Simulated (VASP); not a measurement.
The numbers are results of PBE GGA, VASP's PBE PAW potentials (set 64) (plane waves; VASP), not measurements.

VASP input:

File POSCAR:
```
Er2Te3
1.0
  4.8691550000   0.0000000000   0.0000000000
 -2.4345780000   4.2168120000   0.0000000000
  0.0000000000   0.0000000000   7.5868810000
Er Te
2 3
Cart
 -0.0000027679   2.8112094056   1.8716835427
  2.4345797679   1.4056025944   5.7151974573
  0.0000000000   0.0000000000   0.0000000000
 -0.0000027679   2.8112094056   4.9087120070
  2.4345797679   1.4056025944   2.6781689930
```

File KPOINTS:
```
Automatic mesh
0
Gamma
3 3 2
0 0 0
```

### INCAR
```
! general
SYSTEM =Er2Te3
PREC   =Accurate
ENCUT  =400
LREAL  =.FALSE.   ! projection in real space or not
LASPH  =.TRUE.   ! aspherical one-centre terms

! electronic loop
EDIFF  =1E-6   ! SCF stop (eV)
NELM   =100   ! most electronic steps
ALGO   =Normal
LMAXMIX=6

! smearing
ISMEAR =0   ! Gaussian
SIGMA  =0.05   ! width (eV)

! functional
GGA    =PE

! ions
ISIF   =2   ! forces and stress, cell fixed

! output
LWAVE  =.FALSE.
LCHARG =.FALSE.
```

POTCAR, in this order: Er_3 Te (PBE.64 set). Program: vasp_std.

### Question
What will the output report for the number of irreducible k-points (NKPTS), number of bands (NBANDS), largest plane-wave count, number of space-group operations, FFT grid (NGX, NGY, NGZ)?

### Answer

```json
{
 "number of irreducible k-points (NKPTS)": "6",
 "number of bands (NBANDS)": "22",
 "largest_plane_wave_count": "2856",
 "number_of_space_group_operations": "12",
 "FFT grid (NGX, NGY, NGZ)": "32 × 32 × 50"
}
```

The structure was generated: Er2Te3 was put into the A-La2O3 type (P-3m1), which need not be its known phase. The cell was not relaxed at this level. The k-mesh is coarse (spacing up to 0.50 per Å, 2π included), so the numbers may not be converged in it. The run is one of a series of settings (KPOINTS 3×3×2 Γ-centred mesh against the base run), some of them coarse on purpose. The 4f electrons are frozen in the core of the lanthanide potential, so 4f levels, which can set the real gap, and their magnetism are missing.
